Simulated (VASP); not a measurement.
Data:

```
WTe2
1.0
    3.44835     0.00000     0.00000
   -1.72418     2.98636     0.00000
    0.00000     0.00000     7.13364
W Te
1 2
Direct
  0.00000   0.00000   0.00000
  0.33333   0.66667   0.25843
  0.66667   0.33333   0.74157
```

Level of theory: LDA (Ceperley-Alder, Perdew-Zunger), VASP's LDA PAW potentials (set 64) (plane waves; VASP 6.6.1). Run with 400 eV cut-off, 9×9×4 Γ-centred mesh, first-order Methfessel-Paxton smearing of 0.10 eV, potentials W_sv Te.

Unless said otherwise, spin-orbit coupling is left out, though it shifts the bands of the heavy elements here.

Problem. Predict the energy per atom (σ→0), band gap (on the k-mesh) with the smallest direct gap where there is one.

Solution. 
```yaml
band gap (on the k-mesh): none (metal, semimetal or under 0.01 eV)
energy per atom (σ→0): -689.9 kJ/mol-atom
```

Only differences to runs with the same potentials and settings are physical.

The structure was generated: Te2W was put into the CdI2 type (P-3m1), which need not be its known phase. It was relaxed first, which changed the volume by -24 %. The start is the result of an earlier pass.
